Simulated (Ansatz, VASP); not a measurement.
# BeAs2: VASP beside Ansatz

```
Be As
1.0
     0.00000    3.22411    3.22411
     3.22411    0.00000    3.22411
     3.22411    3.22411    0.00000
Be As
1 2
Cartesian
  4.8362 4.8362 4.8362
  1.6121 1.6121 1.6121
  0.0000 0.0000 0.0000
```

Alike in both runs: task single point; functional PBE; k mesh 6 × 6 × 6; occupations gaussian, width 0.1 eV; no spin polarisation.

|  | VASP | Ansatz |
| --- | --- | --- |
| version | VASP 6.6.1 | Ansatz 0.2.0 |
| potentials or method | VASP PAW PBE potentials, release 64 (Be, As) | scalar-relativistic, plane waves, PAW |
| plane-wave cutoff (eV) | 520 | 420 |
| valence electrons in the cell | 12 | 32 |

|  | VASP | Ansatz | Ansatz less VASP |
| --- | --- | --- | --- |
| gap on the k mesh at the Fermi level (eV) | none | none | - |
| pressure (GPa) | -6.7 | -6.7 | -0.05 |

A gap of «none» marks a metal or a gap that the smearing closes. With one functional, cell and mesh, what is left measures potentials, basis and numerics. The two sets of potentials don't hold the same shells in valence.
